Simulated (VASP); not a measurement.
Method: PBEsol GGA, VASP's PBE PAW potentials (set 64) (plane waves; VASP).

VASP input:

File POSCAR:
```
NaI
1.0
  0.0000000000   3.2350000000   3.2350000000
  3.2350000000   0.0000000000   3.2350000000
  3.2350000000   3.2350000000   0.0000000000
Na I
1 1
direct
  0.0000000000   0.0000000000   0.0000000000
  0.5000000000   0.5000000000   0.5000000000
```

File KPOINTS:
```
Regular mesh
0
G
  7 7 7
```

INCAR:
```
SYSTEM = NaI
PREC = Accurate
ENCUT = 480
EDIFF = 1E-6
NELM = 100
ALGO = Normal
LREAL = .FALSE.
LASPH = .TRUE.
ISMEAR = 0
SIGMA = 0.05
GGA = PS
LMAXMIX = 4
LWAVE = .FALSE.
LCHARG = .FALSE.
IBRION = 2
ISIF = 3
NSW = 60
EDIFFG = -0.01
```

POTCAR, in this order: Na_pv I (PBE.64 set). Program: vasp_std.

What VASP printed:

File OSZICAR:
```
       N       E                     dE             d eps       ncg     rms          rms(c)
DAV:   1     0.767446863011E+02    0.76745E+02   -0.64745E+03   440   0.108E+03
DAV:   2     0.621957565548E+00   -0.76123E+02   -0.71019E+02   471   0.233E+02
DAV:   3    -0.555949058380E+01   -0.61814E+01   -0.61473E+01   539   0.694E+01
DAV:   4    -0.573267011175E+01   -0.17318E+00   -0.17310E+00   515   0.121E+01
DAV:   5    -0.573721604349E+01   -0.45459E-02   -0.45458E-02   537   0.204E+00    0.141E+00
DAV:   6    -0.567663951009E+01    0.60577E-01   -0.82956E-02   506   0.243E+00    0.927E-01
DAV:   7    -0.566608465358E+01    0.10555E-01   -0.61598E-02   506   0.182E+00    0.500E-01
DAV:   8    -0.566709767833E+01   -0.10130E-02   -0.35164E-03   473   0.700E-01    0.964E-02
DAV:   9    -0.566706974210E+01    0.27936E-04   -0.10507E-04   509   0.138E-01    0.270E-02
DAV:  10    -0.566707505203E+01   -0.53099E-05   -0.23721E-05   506   0.674E-02    0.547E-03
DAV:  11    -0.566707518538E+01   -0.13335E-06   -0.29268E-06   497   0.213E-02
   1 F= -.56670752E+01 E0= -.56670752E+01  d E =-.566708E+01
       N       E                     dE             d eps       ncg     rms          rms(c)
DAV:   1    -0.568554803149E+01   -0.18473E-01   -0.37072E-01   494   0.903E+00    0.767E-01
DAV:   2    -0.567300485057E+01    0.12543E-01   -0.16338E-02   497   0.158E+00    0.368E-01
DAV:   3    -0.566952477121E+01    0.34801E-02   -0.89227E-03   494   0.101E+00    0.164E-01
DAV:   4    -0.566948114925E+01    0.43622E-04   -0.12574E-04   498   0.121E-01    0.163E-01
DAV:   5    -0.566938380065E+01    0.97349E-04   -0.10346E-05   485   0.390E-02    0.346E-02
DAV:   6    -0.566935854560E+01    0.25255E-04   -0.41897E-05   494   0.842E-02    0.617E-02
DAV:   7    -0.566936007424E+01   -0.15286E-05   -0.20432E-06   449   0.103E-02    0.146E-01
DAV:   8    -0.566935847889E+01    0.15954E-05   -0.29045E-06   452   0.111E-02    0.282E-02
DAV:   9    -0.566935915697E+01   -0.67808E-06   -0.28744E-07   238   0.488E-03
   2 F= -.56693592E+01 E0= -.56693592E+01  d E =-.228397E-02
       N       E                     dE             d eps       ncg     rms          rms(c)
DAV:   1    -0.568391236985E+01   -0.14554E-01   -0.31561E-01   494   0.838E+00    0.707E-01
DAV:   2    -0.567326311600E+01    0.10649E-01   -0.13799E-02   494   0.146E+00    0.340E-01
DAV:   3    -0.567029404210E+01    0.29691E-02   -0.75887E-03   494   0.939E-01    0.152E-01
DAV:   4    -0.567025870943E+01    0.35333E-04   -0.10701E-04   495   0.112E-01    0.152E-01
DAV:   5    -0.567017850883E+01    0.80201E-04   -0.82061E-06   488   0.346E-02    0.345E-02
DAV:   6    -0.567015417388E+01    0.24335E-04   -0.39325E-05   497   0.827E-02    0.620E-02
DAV:   7    -0.567015529664E+01   -0.11228E-05   -0.16774E-06   437   0.941E-03    0.135E-01
DAV:   8    -0.567015397902E+01    0.13176E-05   -0.18331E-06   440   0.880E-03    0.417E-02
DAV:   9    -0.567015457078E+01   -0.59176E-06   -0.33464E-07   229   0.494E-03
   3 F= -.56701546E+01 E0= -.56701546E+01  d E =-.307939E-02
```

### OUTCAR
```
------------------------ aborting loop because EDIFF is reached ----------------------------------------
  FORCE on cell =-STRESS in cart. coord.  units (eV):
  Direction    XX          YY          ZZ          XY          YZ          ZX
  --------------------------------------------------------------------------------------
  Total       -0.0094666     -0.0094666     -0.0094666      0.0000000      0.0000000     -0.0000000
  in kB       -0.2304319     -0.2304319     -0.2304319      0.0000000      0.0000000     -0.0000000
  external PRESSURE =      -0.2304319 kB  Pullay stress =       0.0000000 kB
  volume of cell :       65.82
      direct lattice vectors                 reciprocal lattice vectors
     0.000000000  3.204623042  3.204623042    -0.156024591  0.156024591  0.156024591
     3.204623042  0.000000000  3.204623042     0.156024591 -0.156024591  0.156024591
     3.204623042  3.204623042  0.000000000     0.156024591  0.156024591 -0.156024591
  FREE ENERGIE OF THE ION-ELECTRON SYSTEM (eV)
  ---------------------------------------------------
  free  energy   TOTEN  =        -5.6701545708 eV

  energy  without entropy=       -5.6701545708  energy(sigma->0) =       -5.67015457

 reached required accuracy - stopping structural energy minimisation
```
(Selected blocks of OUTCAR.)

CONTCAR:
```
NaI
   1.00000000000000
     0.0000000000000000    3.2046230422411117    3.2046230422411117
     3.2046230422411117    0.0000000000000000    3.2046230422411117
     3.2046230422411117    3.2046230422411117    0.0000000000000000
  Na              I
     1     1
Direct
     0.0000000000000000    0.0000000000000000    0.0000000000000000
     0.5000000000000000    0.5000000000000000    0.5000000000000000
```

Energy and stress use the plane-wave basis of the starting cell.

The compound is NaI in the rock salt structure. This run relaxes it. Symmetry was kept, so distortions that lower it aren't found.
